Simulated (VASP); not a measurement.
Data:

```
NiSi2
1.0
    4.28252     0.00000     0.00000
   -2.14126     3.70877     0.00000
    0.00000     0.00000     4.63695
Ni Si
1 2
Direct
  0.00000   0.00000   0.00000
  0.33333   0.66667   0.50000
  0.66667   0.33333   0.50000
```
Starting moments (μB, in the order of the record's atoms Ni Si Si): 2.0 0.0 0.0.

Computed with PBE GGA, VASP's PBE PAW potentials (set 64) (plane waves; VASP). Run with 300 eV cut-off, 5×5×4 Γ-centred mesh, Gaussian smearing of 0.27 eV, potentials Ni Si.

At this cut-off the stress carries a Pulay error, which pulls relaxed volumes low. Energy and stress use the plane-wave basis of the starting cell.

Q: The ions, cell shape and volume are relaxed. What does this cell relax into?

A: 
```
NiSi2
1.0
    4.32212     0.00000     0.00000
   -2.16106     3.74306     0.00000
    0.00000     0.00000     2.43096
Ni Si
1 2
Direct
  0.00000   0.00000   0.00000
  0.33333   0.66667   0.50000
  0.66667   0.33333   0.50000
```
Space group P6/mmm (191), at a tolerance of 0.03 Å. The cell ends with 0.00 μB, on the sites 0.00 0.00 0.00 μB.

Q: How do energy and volume change from the first to the last step?

A: The energy (σ→0) changes by -1043.7 meV/atom and the volume by -46.6 %, in 20 ionic steps.

The structure was generated: Si2Ni was put into an ordered model structure, which need not be its known phase. This run relaxes it. Symmetry was kept, so distortions that lower it aren't found. The k-mesh is coarse (spacing up to 0.65 per Å, 2π included), so the numbers may not be converged in it. The run is one of a series of settings (EDIFFG = -0.01, IBRION = 2, ISIF = 3, NSW = 50 against the base run), some of them coarse on purpose.
